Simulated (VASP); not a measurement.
```
LaN
1.0
    3.14227    -2.29632     0.00000
    3.14227     2.29632     0.00000
   -1.14053     0.00000     6.78642
La N
2 2
Direct
  0.00000   0.50000   0.00000
  0.50000   0.00000   0.50000
  0.58160   0.41840   0.25000
  0.41840   0.58160   0.75000
```

All values below come from PBE GGA, VASP's PBE PAW potentials (set 64) (plane waves; VASP 6.6.1). Run with 520 eV cut-off, 4×4×2 Γ-centred mesh, Gaussian smearing of 0.050 eV, potentials La N.

Which forces act on the atoms, in eV/Å?

```tsv
atom	Fx	Fy	Fz
La1	0.000	0.000	0.000
La2	0.000	0.000	0.000
N3	0.000	-0.195	0.000
N4	0.000	0.195	0.000
```

Give the stress tensor in GPa (positive for a compressed cell).

```
 -8.35    0.00    1.20
  0.00  -13.92    0.00
  1.20    0.00  -13.98
```
The pressure is its mean diagonal, -12.09 GPa.

The structure was generated: LaN was put into the tenorite type (C2/c), which need not be its known phase. The cell was not relaxed at this level. The k-mesh is coarse (spacing up to 0.46 per Å, 2π included), so the numbers may not be converged in it. The run is one of a series of settings (KPOINTS 4×4×2 Γ-centred mesh against the base run), some of them coarse on purpose.
